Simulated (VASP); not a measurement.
# Sb2Te3O2 (P3m1) in VASP: single point with r2SCAN

Aim: the single point of Sb2Te3O2 with r2SCAN.

Program: VASP 6.6.1. These are calculated values, not measurements. Logs are shortened: lines on timing, memory, paths and dates and some standing lists are left out, and cuts for length are marked.

## Step 1: Starting point

Symmetry: P3m1, No. 156, trigonal system. The conventional cell has a = 4.012 Å, b = 4.012 Å, c = 11.693 Å, α = 90.00°, β = 90.00°, γ = 120.00°. Sb (site symmetry 3m) is surrounded by 4 O at 2.12 to 2.40 Å. Sb (site symmetry 3m) is surrounded by 4 O at 2.19 to 2.42 Å. Te (site symmetry 3m) is surrounded by 3 Sb at 3.17 Å and 3 Te at 3.23 Å. Te (site symmetry 3m) is surrounded by 3 Te at 3.19 Å and 3 Sb at 3.23 Å. Te (site symmetry 3m) is surrounded by 6 Te at 3.19 to 3.23 Å. O (site symmetry 3m) is surrounded by 4 Sb at 2.12 to 2.42 Å. Around O (site symmetry 3m) lie 4 Sb at 2.19 to 2.40 Å.

The cell was built by a generator and needn't be a form met in nature.

## Step 2: Single point, r2SCAN

INCAR reads:

```
SYSTEM = Sb2Te3O2
PREC = Accurate
ENCUT = 520
EDIFF = 1E-6
ISMEAR = 0
SIGMA = 0.1
LREAL = .FALSE.
LASPH = .TRUE.
NELM = 150
ALGO = Normal
ISIF = 2
LWAVE = .FALSE.
LCHARG = .FALSE.
METAGGA = R2SCAN
LMIXTAU = .TRUE.
NBANDS = 29
KPAR = 2
```

KPOINTS reads:

```
regular mesh
0
G
  8 8 4
  0 0 0
```

POSCAR reads:

```
Sb2Te3O2
1.0
    4.0121470000      0.0000000000      0.0000000000
   -2.0060740000      3.4746210000      0.0000000000
    0.0000000000      0.0000000000     11.6933700000
Sb Te O
2 3 2
Direct
    0.0000000000      0.0000000000      0.0063460000
    0.3333330000      0.6666670000      0.2475350000
    0.6666670000      0.3333330000      0.4331860000
    0.6666670000      0.3333330000      0.8141210000
    0.0000000000      0.0000000000      0.6259890000
    0.0000000000      0.0000000000      0.1872580000
    0.3333330000      0.6666670000      0.0606390000
```

Potentials or basis: VASP PAW PBE potentials, release 64 (Sb, Te, O).

Run with:

```
$ cat potpaw_PBE.64/Sb/POTCAR potpaw_PBE.64/Te/POTCAR potpaw_PBE.64/O/POTCAR > POTCAR
$ mpirun -np 2 vasp_std > vasp.out
```

OUTCAR:

```text
SYSTEM = Sb2Te3O2
   PREC = Accurate
   ENCUT = 520
   EDIFF = 1E-6
   ISMEAR = 0
   LREAL = .FALSE.
   LASPH = .TRUE.
   NELM = 150
   ISIF = 2
   METAGGA = R2SCAN

 ion  position               nearest neighbor table
   1  0.000  0.000  0.006-   6 2.12   7 2.40   7 2.40   7 2.40   4 3.23   4 3.23   4 3.23   2 3.65
                             2 3.65   2 3.65
   2  0.333  0.667  0.248-   7 2.19   6 2.42   6 2.42   6 2.42   3 3.17   3 3.17   3 3.17   1 3.65
                             1 3.65   1 3.65
   3  0.667  0.333  0.433-   2 3.17   2 3.17   2 3.17   5 3.23   5 3.23   5 3.23
   4  0.667  0.333  0.814-   5 3.19   5 3.19   5 3.19   1 3.23   1 3.23   1 3.23
   5  0.000  0.000  0.626-   4 3.19   4 3.19   4 3.19   3 3.23   3 3.23   3 3.23
   6  0.000  0.000  0.187-   1 2.12   2 2.42   2 2.42   2 2.42
   7  0.333  0.667  0.061-   2 2.19   1 2.40   1 2.40   1 2.40

  LATTYP: Found a hexagonal cell.
 ALAT       =     4.0121470000
 C/A-ratio  =     2.9144919167

  Lattice vectors:

 A1 = (   4.0121470000,   0.0000000000,   0.0000000000)
 A2 = (  -2.0060740000,   3.4746210000,   0.0000000000)
 A3 = (   0.0000000000,   0.0000000000,  11.6933700000)

Analysis of symmetry for initial positions (statically):
=====================================================================
 Subroutine PRICEL returns:
 Original cell was already a primitive cell.

 Routine SETGRP: Setting up the symmetry group for a
 hexagonal supercell.

 Subroutine GETGRP returns: Found  6 space group operations
 (whereof  6 operations were pure point group operations)
 out of a pool of 24 trial point group operations.

The static configuration has the point symmetry C_3v.

Analysis of symmetry for dynamics (positions and initial velocities):
=====================================================================
 Subroutine PRICEL returns:
 Original cell was already a primitive cell.

 Routine SETGRP: Setting up the symmetry group for a
 hexagonal supercell.

 Subroutine GETGRP returns: Found  6 space group operations
 (whereof  6 operations were pure point group operations)
 out of a pool of 24 trial point group operations.

The dynamic configuration has the point symmetry C_3v.

 Subroutine INISYM returns: Found  6 space group operations
 (whereof  6 operations are pure point group operations),
 and found     1 'primitive' translations

----------------------------------------------------------------------------------------

                                     Primitive cell

  volume of cell :     163.0136

  direct lattice vectors                    reciprocal lattice vectors
     4.012147000  0.000000000  0.000000000     0.249243111  0.143900622  0.000000000
    -2.006074000  3.474621000  0.000000000     0.000000000  0.287801173  0.000000000
     0.000000000  0.000000000 11.693370000     0.000000000  0.000000000  0.085518546

  length of vectors
     4.012147000  4.012147055 11.693370000     0.287801177  0.287801173  0.085518546

  position of ions in fractional coordinates (direct lattice)
     0.000000000  0.000000000  0.006346000
     0.333333000  0.666667000  0.247535000
     0.666667000  0.333333000  0.433186000
     0.666667000  0.333333000  0.814121000
     0.000000000  0.000000000  0.625989000
     0.000000000  0.000000000  0.187258000
     0.333333000  0.666667000  0.060639000

  ion indices of the primitive-cell ions
   primitive index   ion index
                 1           1
                 2           2
                 3           3
                 4           4
                 5           5
                 6           6
                 7           7

----------------------------------------------------------------------------------------

 KPOINTS: regular mesh

Automatic generation of k-mesh.
 Grid dimensions read from file:
 generate k-points for:    8    8    4

 Generating k-lattice:

  Cartesian coordinates                     Fractional coordinates (reciprocal lattice)
     0.031155389  0.017987578  0.000000000     0.125000000  0.000000000  0.000000000
     0.000000000  0.035975147  0.000000000     0.000000000  0.125000000  0.000000000
     0.000000000  0.000000000  0.021379636     0.000000000  0.000000000  0.250000000

  Length of vectors
     0.035975147  0.035975147  0.021379636

  Shift w.r.t. Gamma in fractional coordinates (k-lattice)
     0.000000000  0.000000000  0.000000000

 Subroutine IBZKPT returns following result:
 ===========================================

 Found     35 irreducible k-points:

 Following reciprocal coordinates:
            Coordinates               Weight
  0.000000  0.000000  0.000000      1.000000
  0.125000 -0.000000  0.000000      6.000000
  0.250000 -0.000000  0.000000      6.000000
  0.375000 -0.000000  0.000000      6.000000
  0.500000 -0.000000  0.000000      3.000000
  0.125000  0.125000  0.000000      6.000000
[... 16 lines left out ...]
 -0.125000  0.500000  0.250000     12.000000
  0.250000  0.250000  0.250000     12.000000
 [... further k-points ...]
   k-points           NKPTS =     35   k-points in BZ     NKDIM =     35   number of bands    NBANDS=     29
   number of dos      NEDOS =    301   number of ions     NIONS =      7
   total plane-waves  NPLWV =  81000
   dimension x,y,z NGX =    30 NGY =   30 NGZ =   90
   dimension x,y,z NGXF=    60 NGYF=   60 NGZF=  180
   ions per type =               2   3   2
   NGX,Y,Z   is equivalent  to a cutoff of  12.43, 12.43, 12.80 a.u.
   NGXF,Y,Z  is equivalent  to a cutoff of  24.86, 24.86, 25.59 a.u.
 SYSTEM =  Sb2Te3O2
   PREC   = accura    normal or accurate (medium, high low for compatibility)
   ISTART =      0    job   : 0-new  1-cont  2-samecut
   ICHARG =      2    charge: 1-file 2-atom 10-const
   ISPIN  =      1    spin polarized calculation?
   LNONCOLLINEAR =      F non collinear calculations
   LSORBIT =      F    spin-orbit coupling
   LASPH  =      T    aspherical Exc in radial PAW
   ENCUT  =  520.0 eV  38.22 Ry    6.18 a.u.   7.46  7.46 21.74*2*pi/ulx,y,z
   NELM   =    150;   NELMIN=  2; NELMDL= -5     # of ELM steps
   EDIFF  = 0.1E-05   stopping-criterion for ELM
   LREAL  =      F    real-space projection
   EDIFFG = 0.1E-04   stopping-criterion for IOM
   NSW    =      0    number of steps for IOM
   IBRION =     -1    ionic relax: 0-MD 1-quasi-New 2-CG
   NFREE  =      0    steps in history (QN), initial steepest desc. (CG)
   ISIF   =      2    stress and relaxation
   ISYM   =      2    0-nonsym 1-usesym 2-fastsym
   POTIM  = 0.5000    time-step for ionic-motion
   TEBEG  =    0.0;   TEEND  =   0.0 temperature during run
   PSTRESS=    0.0 pullay stress
   NELECT =      40.0000    total number of electrons
   NUPDOWN=      -1.0000    fix difference up-down
   EMIN   =  10.00;   EMAX   =-10.00  energy-range for DOS
   EFERMI =   0.00;   METHOD = LEGACY
   ISMEAR =     0;   SIGMA  =   0.10  broadening in eV -4-tet -1-fermi 0-gaus
   EFERMI_NEDOS =   21; number of points for ismear=-14 and -15
   IALGO  =     38    algorithm
   IMIX   =      4    mixing-type and parameters
     AMIX     =   0.40;   BMIX     =  1.00
     AMIX_MAG =   1.60;   BMIX_MAG =  1.00
  volume/ion in A,a.u.               =      23.29       157.15
  Fermi-wavevector in a.u.,A,eV,Ry     =   1.024913  1.936804 14.292184  1.050446
  Thomas-Fermi vector in A             =   2.158725
   LORBIT       =      0    0 simple, 1 ext, 2 COOP (PROOUT), +10 PAW based schemes
   METAGGA = R2SCAN    functional components
   LHFCALC =     F    Hartree Fock is set to
   AEXX    =    0.0000 exact exchange contribution
   IVDW    =     0    specifies the selected vdW correction
   LEPSILON=     F    determine dielectric tensor
   LRPA    =     F    only Hartree local field effects (RPA)
 non-spin polarized calculation
 Gauss-broadening in eV      SIGMA  =   0.10
  energy-cutoff  :      520.00
  volume of cell :      163.01
 maximum number of plane-waves:      4441
 NGX is ok and might be reduce to    30
   NGX = 15   NGY = 15   NGZ = 43

 number of electron      40.0000002 magnetization

 Free energy of the ion-electron system (eV)
  ---------------------------------------------------
  ext. energy  EPLUGINS =         0.00000000
  ---------------------------------------------------
  free energy    TOTEN  =      -141.89286632 eV

  energy without entropy =     -141.88097235  energy(sigma->0) =     -141.88691933

 E-fermi :   7.1034     XC(G=0): -10.3277

 val. band max:        7.0882076552   @ k =   0.2500  -0.0000   0.5000
 cond. band min:       7.1143156675   @ k =   0.3750   0.1250   0.0000
 fundamental gap:      0.0261080123
 Fermi energy:         7.1034163570

 k-point     1 :       0.0000    0.0000    0.0000
  band No.  band energies     occupation
      1     -14.0973      2.00000
      2     -12.4872      2.00000
      3      -6.7923      2.00000
      4      -5.7047      2.00000
      5      -3.9047      2.00000
      6      -2.7324      2.00000
[... 21 lines left out ...]
     28      10.8444      0.00000
     29      11.8775      0.00000

 k-point     2 :       0.1250   -0.0000    0.0000
  band No.  band energies     occupation
      1     -14.0263      2.00000
      2     -12.5127      2.00000
      3      -6.6372      2.00000
      4      -5.5806      2.00000
      5      -3.8363      2.00000
      6      -2.7959      2.00000
[... 21 lines left out ...]
     28      11.1596      0.00000
     29      12.3062      0.00000

 k-point     3 :       0.2500   -0.0000    0.0000
  band No.  band energies     occupation
      1     -13.8315      2.00000
      2     -12.5990      2.00000
      3      -6.1923      2.00000
      4      -5.2266      2.00000
      5      -3.7139      2.00000
      6      -2.9327      2.00000
[... 638 lines left out ...]
      5      -3.9090      2.00000
      6      -3.2246      2.00000
[... 21 lines left out ...]
     28      11.3485      0.00000
     29      12.2501      0.00000

 k-point    24 :       0.2500    0.2500    0.2500
  band No.  band energies     occupation
      1     -13.4235      2.00000
      2     -12.8549      2.00000
      3      -5.1871      2.00000
      4      -4.3745      2.00000
      5      -3.8785      2.00000
      6      -3.1709      2.00000
[... 21 lines left out ...]
     28      11.6819      0.00000
     29      13.4483      0.00000

 [... further k-points ...]

------------------------ aborting loop because EDIFF is reached ----------------------------------------

  FORCE on cell =-STRESS in cart. coord.  units (eV):
  Direction    XX          YY          ZZ          XY          YZ          ZX
  --------------------------------------------------------------------------------------
  -------------------------------------------------------------------------------------
  Total       -1.2909979     -1.2909977     -2.5908047      0.0000002      0.0000000     -0.0000000
  in kB      -12.6885546    -12.6885529    -25.4636869      0.0000018      0.0000000     -0.0000000
  external PRESSURE =     -16.9469315 kB  Pullay stress =       0.0000000 kB

 VOLUME and BASIS-vectors are now :
 -----------------------------------------------------------------------------
  energy-cutoff  :      520.00
  volume of cell :      163.01
      direct lattice vectors                 reciprocal lattice vectors
     4.012147000  0.000000000  0.000000000     0.249243111  0.143900622  0.000000000
    -2.006074000  3.474621000  0.000000000     0.000000000  0.287801173  0.000000000
     0.000000000  0.000000000 11.693370000     0.000000000  0.000000000  0.085518546

 POSITION                                       TOTAL-FORCE (eV/Angst)
 -----------------------------------------------------------------------------------
      0.00000      0.00000      0.07421         0.000000     -0.000000      0.319873
     -0.00000      2.31642      2.89452         0.000000     -0.000000     -0.203953
      2.00608      1.15821      5.06540         0.000000     -0.000000     -0.165921
      2.00608      1.15821      9.51982         0.000000     -0.000000      0.120253
      0.00000      0.00000      7.31992         0.000000     -0.000000      0.012260
      0.00000      0.00000      2.18968         0.000000     -0.000000     -0.335844
     -0.00000      2.31642      0.70907        -0.000000      0.000000      0.253333
 -----------------------------------------------------------------------------------
    total drift:                                0.001620     -0.000936     -0.000140

  FREE ENERGIE OF THE ION-ELECTRON SYSTEM (eV)
  ---------------------------------------------------
  free  energy   TOTEN  =      -141.8928663204 eV

  energy  without entropy=     -141.8809723489  energy(sigma->0) =     -141.88691933
```

Wall time 5.2 min (2 MPI ranks of Intel Xeon 6975P-C (Granite Rapids), shared host); peak memory 0.38 GiB.

What came out:

```yaml
Free_energy: -141.8929 eV
Pressure: -1.7 GPa
Largest_force: 0.336 eV/Å
Band_gap_on_the_k_mesh: none (metal or under the smearing width)
```

Forces in eV/Å, atoms in the order of the input:
```
Sb   0.000  0.000  0.320
Sb   0.000  0.000 -0.204
Te   0.000  0.000 -0.166
Te   0.000  0.000  0.120
Te   0.000  0.000  0.012
O    0.000  0.000 -0.336
O    0.000  0.000  0.253
```

Caveat: the PAW data sets were made with another functional, which shifts forces and pressure a little. The run has no spin-orbit coupling, so splittings on Sb, Te are missing.
